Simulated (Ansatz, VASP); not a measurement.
# Cross-check of Cr (linear Cr chain) between VASP and Ansatz

Aim: how closely do two programs agree when they are given the same cell, functional and k mesh? The structure shown is the end of the Ansatz relaxation below. Other levels of theory on this material are compared in a session of their own.

Calculated with Ansatz 0.2.0; plane waves, with VASP 6.6.1 beside it; RPBE.

**1. Set-up**

The cell holds 1 atom: 1 Cr. Its edges and angles: a = 7.500 Å, b = 7.500 Å, c = 2.833 Å, α = 90.0°, β = 90.0°, γ = 90.0°. Vacuum lies along a and b. The structure's axis is c.

Structure file:

```cif
data_structure
_symmetry_space_group_name_H-M 'P 1'
_symmetry_Int_Tables_number 1
_cell_length_a 7.5000
_cell_length_b 7.5000
_cell_length_c 2.8331
_cell_angle_alpha 90.000
_cell_angle_beta 90.000
_cell_angle_gamma 90.000
_cell_volume 159.36
loop_
_atom_site_label
_atom_site_type_symbol
_atom_site_fract_x
_atom_site_fract_y
_atom_site_fract_z
_atom_site_occupancy
Cr1 Cr 0.50000 0.50000 0.00000 1
```

**2. Ansatz: relaxation, RPBE**

Ansatz runs on its default PAW (the set named soft_2) files.

This run makes the geometry at which the two programs are then compared.

The input, input.yaml:

```yaml
crystal:
  lattice:
    - [7.5, 0.0, 0.0]
    - [0.0, 7.5, 0.0]
    - [0.0, 0.0, 2.5854]
  atoms:
    - { symbol: Cr, position: [0.5, 0.5, 0.0], spin: 5.0 }
magnetization:
  spin_polarized: true
kpoints:
  mp_grid: { grid: [1, 1, 31] }
scf:
  occupations: { method: fermi_dirac, width: 0.05 }
hamiltonian:
  xc: rpbe
relax:
  cell: { fix: [a, b, alpha, beta, gamma] }
  max_steps: 60
```

On the command line:

```bash
ansatz run input.yaml --threads 4 --pin off --max-ram 8192MiB --backend cpu --events-out ev --progress --plain --runs-dir out
```

Numbers of over 12 decimals in the logs are rounded to 6 here.

The program printed:

```text
Engine: ansatz 0.2.0, x86_64-unknown-linux-gnu
Pseudopotentials: kind: paw
Pseudopotential: Cr, paw, valence charge 14, recommended cutoff 420 eV (normal), Cr.paw.azcp
Functional definition: RPBE
  parameter kappa = 0.804
  parameter beta = 0.066725
  exchange = rpbe_x(kappa = kappa, mu = beta*pi^2/3)
  correlation = pbe_c(beta = beta)
Crystal: 1 atoms, lattice volume = 145.429 Å³
Basis set: ecut = 420 eV, 2857 PW (Γ), exchange–correlation on 108×108×36 points (8 copies of the dense FFT grid, shifted against one another)
Bands: 14, of which v1, the nominal top of the filled ones, is band 7 counted from 1 (6 counted from 0)
Symmetry: 16 space group operations
Space group: P4/mmm (ITA 123), of the structure as read, at distance tolerance 5.3e-5 Å
Magnetic group: BNS 123.339 (UNI 999), of the structure as read, at distance tolerance 5.3e-5 Å
k-points: 16 of 31
Non-local potential: Cr, projectors of the file, l = 0: 3, l = 1: 2, l = 2: 3, l = 3: 1
PAW form: soft (Blöchl's): semilocal exchange-correlation on the pseudo side does not see the compensation charge
PAW frozen core: Cr, regenerated for the run's functional, and the local potential with it (the file was generated under x = pbe(κ = 0.804, μ = 0.219515), c = pbe(β = 0.066725))
PAW one-centre angular grid: Cr, 590 points (default); XC on 64 Gauss nodes
Initial density: superposition of atomic densities (neutral atoms: chi_scale 0, normalization atom)
Starting moments: Σ|m| = 5 μB on 1 of 1 site
Initial wavefunctions: pseudopotential atomic-orbital guess
Functional: x = rpbe, c = pbe(β = 0.066725)
iter 1 solved again at ethr=4.37e-4 eV; its pass at ethr=3.10e-3 eV (dr2=6.12e-2 eV) is discarded
SCF iter   1: F=—  HF=-3379.162216 eV  |F-HF|=—  |Δ(HF+E_count)|=         —  Δρ=5.25e-3 (↑5.25e-3 ↓3.46e-3)  dr2=6.27e-2  dr2_m=1.34e-2  M=5.118 μB ∫|m|=5.118 μB  β_m=0.30  ethr=4.37e-4  ⟨swp⟩=1.0  Hψ=2945  notcnv=0
Mixer restart at iter 1: flushing history
preconditioner: auto → LDOS  [metal: Δε(μ)=0.139 eV  Ē_g=5.218 eV  σ=0.050 eV  W_gap=0.47  n_scr=12 (ndim 8)  ℏωp=7.5 eV  f_vac=0.637  D(μ)=1.65/eV (n_scr^D=8)]
spin=Collinear: LDOS preconditioning applied to the charge; magnetization (m = ρ↑ − ρ↓) channel mixes plain (no charge-response kernel on spin).
SCF iter   2: F=—  HF=-3379.198869 eV  |F-HF|=—  |Δ(HF+E_count)|=         —  Δρ=5.09e-3 (↑5.09e-3 ↓3.12e-3)  dr2=4.29e-2  dr2_m=1.36e-2  M=5.090 μB ∫|m|=5.090 μB  β_m=0.30  ethr=4.37e-4  ⟨swp⟩=2.0  Hψ=661  notcnv=0
Mixer restart at iter 2: flushing history
SCF iter   3: F=—  HF=-3379.214340 eV  |F-HF|=—  |Δ(HF+E_count)|=   1.55e-2  Δρ=3.57e-3 (↑3.57e-3 ↓2.45e-3)  dr2=2.36e-2  dr2_m=7.28e-3  M=5.093 μB ∫|m|=5.093 μB  β_m=0.65  ethr=3.07e-4  ⟨swp⟩=2.0  Hψ=660  notcnv=0
SCF iter   4: F=—  HF=-3379.239183 eV  |F-HF|=—  |Δ(HF+E_count)|=   2.48e-2  Δρ=1.71e-3 (↑1.71e-3 ↓8.20e-4)  dr2=2.19e-3  dr2_m=1.83e-3  M=5.067 μB ∫|m|=5.067 μB  β_m=0.63  ethr=1.69e-4  ⟨swp⟩=2.1  Hψ=811  notcnv=0
SCF iter   5: F=—  HF=-3379.241145 eV  |F-HF|=—  |Δ(HF+E_count)|=   1.96e-3  Δρ=4.06e-4 (↑4.06e-4 ↓3.57e-4)  dr2=8.73e-5  dr2_m=1.64e-4  M=5.064 μB ∫|m|=5.064 μB  β_m=0.82  ethr=1.56e-5  ⟨swp⟩=2.5  Hψ=952  notcnv=0
SCF iter   6: F=—  HF=-3379.241669 eV  |F-HF|=—  |Δ(HF+E_count)|=   5.24e-4  Δρ=1.41e-4 (↑1.41e-4 ↓9.53e-5)  dr2=2.04e-5  dr2_m=1.35e-5  M=5.055 μB ∫|m|=5.056 μB  β_m=0.89  ethr=6.23e-7  ⟨swp⟩=2.4  Hψ=870  notcnv=0
SCF iter   7: F=—  HF=-3379.241680 eV  |F-HF|=—  |Δ(HF+E_count)|=   1.13e-5  Δρ=3.13e-5 (↑3.13e-5 ↓1.54e-5)  dr2=6.76e-7  dr2_m=6.46e-7  M=5.054 μB ∫|m|=5.054 μB  β_m=0.95  ethr=1.46e-7  ⟨swp⟩=2.3  Hψ=830  notcnv=0
SCF iter   8: F=—  HF=-3379.241684 eV  |F-HF|=—  |Δ(HF+E_count)|=   3.41e-6  Δρ=7.26e-6 (↑5.84e-6 ↓7.26e-6)  dr2=5.37e-8  dr2_m=4.43e-8  M=5.053 μB ∫|m|=5.053 μB  β_m=0.97  ethr=4.83e-9  ⟨swp⟩=2.3  Hψ=730  notcnv=0
SCF iter   9: F=-3379.241684 eV  HF=-3379.241684 eV  |F-HF|=9.44e-9  |Δ(HF+E_count)|=   2.16e-7  Δρ=2.33e-6 (↑2.33e-6 ↓8.62e-7)  dr2=1.36e-8  dr2_m=1.23e-9  M=5.052 μB ∫|m|=5.053 μB  ethr=3.83e-10  ⟨swp⟩=2.1  Hψ=1445  notcnv=0
SCF 1 converged in 9 iterations: F = -3379.241684 eV  dr2 = 1.36e-8
  greatest PAW one-centre occupation: 1.000 electrons in one spin orbital (limit 2), on the Cr atom at site 0 (counted from 0), in its partial waves of l = 0
relax step   1: F+E_penalty+E_count = -3379.24168401 eV  Δ(F+E_penalty+E_count) = +0.000e0 eV  max|allowed force component| = 0.000e0 eV/Å  Δτ_max = 0.0000 Å  P = +0.779 GPa  Ω = 145.429 Å³  fix = [a, b, alpha, beta, gamma]  reactions: a -0.185, b -0.185 GPa  (9 SCF iters, dr2 threshold 1.00e-7 eV, accepted)
[...]
relax step   5: F+E_penalty+E_count = -3379.34372395 eV  Δ(F+E_penalty+E_count) = -2.376e-3 eV  max|allowed force component| = 0.000e0 eV/Å  Δτ_max = 0.0000 Å  P = -0.109 GPa  Ω = 159.007 Å³  fix = [a, b, alpha, beta, gamma]  reactions: a -0.191, b -0.191 GPa  stress off target by 5.61e-2 GPa on what of the cell is left free  SCF on the basis re-selected at this cell (its energy is not comparable with the rows above)  (12 SCF iters)
[...]
relax step   6: F+E_penalty+E_count = -3379.34378682 eV  Δ(F+E_penalty+E_count) = -6.287e-5 eV  max|allowed force component| = 0.000e0 eV/Å  Δτ_max = 0.0000 Å  P = -0.123 GPa  Ω = 159.359 Å³  energy of the carried Pulay correction = -1.226e-5 eV  fix = [a, b, alpha, beta, gamma]  reactions: a -0.191, b -0.191 GPa  (6 SCF iters, dr2 threshold 7.86e-9 eV, accepted)
[...]
relax step   7: F+E_penalty+E_count = -3379.34379611 eV  Δ(F+E_penalty+E_count) = -9.298e-6 eV  max|allowed force component| = 0.000e0 eV/Å  Δτ_max = 0.0000 Å  P = -0.123 GPa  Ω = 159.359 Å³  fix = [a, b, alpha, beta, gamma]  reactions: a -0.191, b -0.191 GPa  stress off target by 1.23e-2 GPa on what of the cell is left free  SCF on the basis re-selected at this cell (its energy is not comparable with the rows above)  (12 SCF iters)
basis re-selected at this cell: Δ(F+E_penalty+E_count) = -9.298e-6 eV, ΔP = -0.000 GPa vs the last step (what re-selecting the basis moved, of the pressure what is left beyond the Pulay correction that the steps carried, after the strain that the cell walked since its last selection, with what the two solves' SCF thresholds leave and, on support functions, any second-order correction that the steps lacked; it is no measure of the basis error at this ecutwfc). This SCF's stress stands 1.23e-2 GPa from its target on what of the cell is left free (relax.cell.stress_tol is 5.00e-2 GPa) and its largest allowed force component is 0.00e0 eV/Å (relax.f_tol is 1.00e-2 eV/Å): [rest of the remark cut]
SCF converged after 12 iterations
Magnetization: 5.1254 μB (9.5627 up, 4.4373 down)
Absolute magnetization: 5.1259 μB (∫|ρ↑−ρ↓|, with the PAW one-centre terms)
Spin contamination: 0.0027 ħ² per cell (⟨S²⟩ above its minimum at these occupations)
Per-site moments (μB) at R_I (Å): [(4.248236, 1.168635)]
Free energy (F): -3379.343796 eV
Harris-Foulkes:  -3379.343796 eV  (|F-HF|=5.39e-10)
Internal energy: -3379.330107 eV  (E = F + TS)
E sigma→0 (E₀):  -3379.336951 eV
Entropy (-TS):   -0.013690 eV (-13.690 meV/atom)
Fermi energy:    -2.002882 eV
--- Per-component energies (eV) ---
  E_band       = -421.941953
  E_kinetic    = 340.737546
  E_local      = -3601.054877  (includes V_loc(G=0)·N_el)
  E_nonlocal   = 89.088103
  E_hartree    = 1586.680835
  E_xc         = -135.158532
  E_vxc        = -171.317412  (∫ρ·V_xc dr)
  E_paw        = -1208.370383  (= ΣΔE_a)
  E_vpaw       = -252.757323  (= ΣTr[D̂ρ^β])
  E_aug_tail   = 0.000383  (compensation charges beyond the density's cutoff)
  E_ewald      = -451.202406
  E_core_change = -0.050776  (= ΣΔE_core)
  E_smearing   = -0.013690  (= −TS)
  E_closure    = -0.000000  (closes the sum)
  Σ components = -3379.343796   (vs F -3379.343796, Δ=0.00e0)
--- Forces (eV/Å), atoms counted from 1 ---
  atom   1  Cr     0.00000000    -0.00000000     0.00000000
  max |Σ_I F_I| component: 1.77e-28 eV/Å
--- Stress (GPa, compression-positive) ---
       -0.191267       0.000000       0.000000
        0.000000      -0.191267       0.000000
        0.000000       0.000000       0.012349
  P = ⅓ Tr σ = -0.1234 GPa (-1.234 kbar)
--- Relaxed structure (5 steps of the walk, 5 accepted, 2 SCFs on fresh bases) ---
  F+E_penalty+E_count = -3379.34379611 eV   max|allowed force component| = 0.000e0 eV/Å   (the final SCF, on the basis selected at the relaxed cell)
  cell:  # Å, volume = 159.3593 Å³
    - [7.5, 0.0, 0.0]
    - [0.0, 7.5, 0.0]
    - [0.0, 0.0, 2.833055]
  atoms:
    - { symbol: Cr, position: [0.5, 0.5, 0.0] }
```

The column dr2 measures how far the density is from self-consistency, as an energy; F and HF (Harris–Foulkes) agree once it is small.

**3. VASP: single point, RPBE**

The same cell, functional, mesh and smearing now go to VASP, with its own data sets.

Lines of VASP's logs that name or quote its potential files are left out, and so is its time.

The input, INCAR:

```
SYSTEM = Cr
PREC = Accurate
ENCUT = 500
EDIFF = 1E-06
NELM = 200
ISMEAR = -1
SIGMA = 0.05
LREAL = .FALSE.
ALGO = Normal
GGA = RP
NBANDS = 15
ISPIN = 2
MAGMOM = 4.25
LASPH = .TRUE.
LMAXMIX = 4
LORBIT = 11
LWAVE = .FALSE.
LCHARG = .FALSE.
ISIF = 2
GGA_COMPAT = .FALSE.
```

The input, POSCAR:

```
Cr
1.0
    7.5000000000      0.0000000000      0.0000000000
    0.0000000000      7.5000000000      0.0000000000
    0.0000000000      0.0000000000      2.8330550295
Cr
1
Direct
    0.5000000000      0.5000000000      0.0000000000
```

The input, KPOINTS:

```
Automatic mesh
0
Gamma
1 1 31
0 0 0
```

PAW data sets: Cr_pv (PBE family, release 64).

On the command line:

```bash
mpirun -np 1 vasp_std
```

The program printed:

```text
[banner, memory and clock lines left out]
running    1 mpi-ranks, on    1 nodes
 distrk:  each k-point on    1 cores,    1 groups
 distr:  one band on    1 cores,    1 groups

 POSCAR found type information on POSCAR Cr
 POSCAR found :  1 types and       1 ions
|                                                                             |
|               ----> ADVICE to this user running VASP <----                  |
|                                                                             |
|     You enforced a specific xc type in the INCAR file but a different       |
|     [... a line on the potential file left out ...]
|     I HOPE YOU KNOW WHAT YOU ARE DOING!                                     |
|                                                                             |

 LDA part: xc-table for (Slater+PW92), standard interpolation
 POSCAR, INCAR and KPOINTS ok, starting setup
 FFT: planning ... GRIDC
 FFT: planning ... GRID_SOFT
 FFT: planning ... GRID
 WAVECAR not read
 entering main loop
       N       E                     dE             d eps       ncg     rms          rms(c)
DAV:   1     0.435363236091E+02    0.43536E+02   -0.61510E+03  1216   0.541E+02
DAV:   2    -0.456175116203E+01   -0.48098E+02   -0.42117E+02  1044   0.147E+02
DAV:   3    -0.571160641673E+01   -0.11499E+01   -0.11335E+01  1114   0.261E+01
DAV:   4    -0.572649601141E+01   -0.14890E-01   -0.14885E-01  1377   0.273E+00
DAV:   5    -0.572668331783E+01   -0.18731E-03   -0.18478E-03  1263   0.223E-01    0.352E+00
DAV:   6    -0.588106461215E+01   -0.15438E+00   -0.53418E-01  1030   0.556E+00    0.212E+00
DAV:   7    -0.603097686262E+01   -0.14991E+00   -0.84242E-02   988   0.220E+00    0.808E-01
DAV:   8    -0.611475333359E+01   -0.83776E-01   -0.39191E-02  1002   0.971E-01    0.450E-01
DAV:   9    -0.614033496777E+01   -0.25582E-01   -0.22235E-02   995   0.972E-01    0.455E-01
DAV:  10    -0.614168905649E+01   -0.13541E-02   -0.52546E-03   974   0.421E-01    0.752E-02
DAV:  11    -0.614117121608E+01    0.51784E-03   -0.18915E-03   974   0.204E-01    0.567E-02
DAV:  12    -0.614132861412E+01   -0.15740E-03   -0.13589E-03   960   0.173E-01    0.228E-02
DAV:  13    -0.614132779797E+01    0.81615E-06   -0.47315E-04   988   0.117E-01    0.142E-02
DAV:  14    -0.614142512521E+01   -0.97327E-04   -0.82549E-04   960   0.148E-01    0.112E-02
DAV:  15    -0.614136819120E+01    0.56934E-04   -0.15617E-03   960   0.189E-01    0.367E-03
DAV:  16    -0.614135556241E+01    0.12629E-04   -0.13787E-03   960   0.179E-01    0.274E-03
DAV:  17    -0.614121644462E+01    0.13912E-03   -0.77829E-04   960   0.131E-01    0.210E-03
DAV:  18    -0.614119683070E+01    0.19614E-04   -0.27456E-04   960   0.764E-02    0.228E-03
DAV:  19    -0.614118229213E+01    0.14539E-04   -0.23301E-05  1002   0.204E-02    0.199E-03
DAV:  20    -0.614120620187E+01   -0.23910E-04   -0.69343E-05   960   0.372E-02    0.166E-03
DAV:  21    -0.614117177781E+01    0.34424E-04   -0.80757E-05   974   0.404E-02    0.405E-04
DAV:  22    -0.614117192475E+01   -0.14694E-06   -0.16843E-06  1017   0.606E-03
   1 F= -.61411719E+01 E0= -.61343862E+01  d E =-.135714E-01  mag=     5.1287
```

From OUTCAR (step 3):

```text
ion  position               nearest neighbor table
   1  0.500  0.500  0.000-

  LATTYP: Found a simple tetragonal cell.
 ALAT       =     7.5000000000
 C/A-ratio  =     0.3777406706

 Subroutine GETGRP returns: Found 16 space group operations
 (whereof 16 operations were pure point group operations)

The static configuration has the point symmetry D_4h.

 Found     16 irreducible k-points:

   k-points           NKPTS =     16   k-points in BZ     NKDIM =     16   number of bands    NBANDS=     15

   dimension x,y,z NGX =    56 NGY =   56 NGZ =   24
   dimension x,y,z NGXF=   112 NGYF=  112 NGZF=   48

   ENCUT  =  500.0 eV  36.75 Ry    6.06 a.u.  13.67 13.67  5.17*2*pi/ulx,y,z

   NELECT =      12.0000    total number of electrons

 k-points in reciprocal lattice and weights: Automatic mesh
   0.00000000  0.00000000  0.00000000       0.032
   0.00000000  0.00000000  0.03225806       0.065
   0.00000000  0.00000000  0.06451613       0.065
   0.00000000  0.00000000  0.09677419       0.065
   0.00000000  0.00000000  0.12903226       0.065
   0.00000000  0.00000000  0.16129032       0.065
   0.00000000  0.00000000  0.19354839       0.065
   0.00000000  0.00000000  0.22580645       0.065
   0.00000000  0.00000000  0.25806452       0.065
[...]
0.00000000  0.00000000  0.45161290       0.065
   0.00000000  0.00000000  0.48387097       0.065

 average (electrostatic) potential at core
       1 -77.7060

 E-fermi :  -2.6141

 spin component 1
 k-point     1 :       0.0000    0.0000    0.0000
  band No.  band energies     occupation
    ...
      3     -46.0722      1.00000
      4      -5.7384      1.00000
      5      -3.8428      1.00000
      6      -3.4304      1.00000
      7      -3.4203      1.00000
      8      -2.5506      0.21915
      9      -2.5506      0.21915
     10      -0.9627      0.00000
     11      -0.9627      0.00000
     12       0.6766      0.00000
    ...

 k-point     2 :       0.0000    0.0000    0.0323
  band No.  band energies     occupation
    ...
      3     -46.0720      1.00000
      4      -5.7117      1.00000
      5      -3.8336      1.00000
      6      -3.4268      1.00000
      7      -3.4169      1.00000
      8      -2.5816      0.34311
      9      -2.5816      0.34311
     10      -0.9213      0.00000
     11      -0.9213      0.00000
     12       0.6945      0.00000
    ...

 k-point     3 :       0.0000    0.0000    0.0645
  band No.  band energies     occupation
    ...
      5      -3.8063      1.00000
      6      -3.4163      1.00000
      7      -3.4068      1.00000
      8      -2.6666      0.74056
      9      -2.6666      0.74056
     10      -0.8048      0.00000
     11      -0.8048      0.00000
     12       0.7484      0.00000
     13       1.9346      0.00000
     14       3.7060      0.00000
    ...

 k-point     4 :       0.0000    0.0000    0.0968
  band No.  band energies     occupation
    ...
      5      -3.7617      1.00000
      6      -3.3992      1.00000
      7      -3.3904      1.00000
      8      -2.7878      0.96994
      9      -2.7878      0.96994
     10      -0.6295      0.00000
     11      -0.6295      0.00000
     12       0.8382      0.00000
     13       2.0247      0.00000
     14       3.8106      0.00000
    ...

 k-point     5 :       0.0000    0.0000    0.1290
  band No.  band energies     occupation
    ...
      5      -3.7012      1.00000
      6      -3.3763      1.00000
      7      -3.3683      1.00000
      8      -2.9291      0.99817
      9      -2.9291      0.99817
     10      -0.4100      0.00000
     11      -0.4100      0.00000
     12       0.9643      0.00000
     13       2.1511      0.00000
     14       3.9562      0.00000
    ...

 k-point     6 :       0.0000    0.0000    0.1613
  band No.  band energies     occupation
    ...
      5      -3.6269      1.00000
      6      -3.3485      1.00000
      7      -3.3415      1.00000
      8      -3.0787      0.99991
      9      -3.0787      0.99991
     10      -0.1552      0.00000
     11      -0.1552      0.00000
     12       1.1266      0.00000
     13       2.3141      0.00000
     14       4.1420      0.00000
    ...

  Total       -0.2134655     -0.2134655      0.0003313      0.0000000      0.0000000      0.0000000
  in kB       -2.1461529     -2.1461529      0.0033309      0.0000000      0.0000000      0.0000000
  external PRESSURE =      -1.4296583 kB  Pullay stress =       0.0000000 kB

  energy-cutoff  :      500.00
  volume of cell :      159.36
      direct lattice vectors                 reciprocal lattice vectors
     7.500000000  0.000000000  0.000000000     0.133333333  0.000000000  0.000000000
     0.000000000  7.500000000  0.000000000     0.000000000  0.133333333  0.000000000
     0.000000000  0.000000000  2.833055030     0.000000000  0.000000000  0.352975847

 POSITION                                       TOTAL-FORCE (eV/Angst)
 -----------------------------------------------------------------------------------
      3.75000      3.75000      0.00000         0.000000      0.000000      0.000000
 -----------------------------------------------------------------------------------
    total drift:                                0.000000      0.000000      0.000000

  FREE ENERGIE OF THE ION-ELECTRON SYSTEM (eV)
  ---------------------------------------------------
  free  energy   TOTEN  =        -6.1411719247 eV

  energy  without entropy=       -6.1276005021  energy(sigma->0) =       -6.13438621

 total charge
# of ion       s       p       d       tot
------------------------------------------
    1        0.320   6.020   4.162  10.501

 magnetization (x)
# of ion       s       p       d       tot
------------------------------------------
    1        0.115   0.040   4.101   4.256

[... 6 further parts left out ...]
```

**4. Comparison**

Known differences besides the potentials themselves: VASP starts from the moments at which Ansatz ended; the data sets hold 14 valence electrons in Ansatz (on its default PAW (the set named soft_2) files) and 12 in VASP; the cutoff is 420 eV in Ansatz and 500 eV in VASP; Ansatz makes its cores anew for this functional, VASP keeps those of its PBE data sets; Ansatz's pressure holds a Pulay correction, VASP's none; site moments are counted in spheres of each program's own size. Total energies have different zeros and are not compared.

Compared:

```csv
quantity,Ansatz,VASP,difference
pressure (GPa),-0.12,-0.14,+0.02
total moment (μB),5.13,5.13,0.00
moment on Cr1 (μB),4.25,4.26,-0.01
```

**5. What came out**

```yaml
difference_in_total_moment_single_point_rpbe: -0.0033 μB
```

The difference in total moment is -0.0033 μB (single point, RPBE). The data sets hold unlike numbers of valence electrons (14 in Ansatz and 12 in VASP), so part of the differences may come from the potentials. 3 further pairs of this series are not shown here. How closely two codes agree says nothing of how well the functional describes the real material.

[Lines on the potential files, build, host, timing and source positions are cut from VASP's logs without a mark.]

[Logs are printed without paths, hosts, clocks, repeated set-up lines and the standing remarks that a program may print on its own settings, such as how far it seeks lower states.]

[Hosts, paths, dates, database ids (printed as entryN), source tags and the programs' standing remarks are cut or masked in the printed files.]
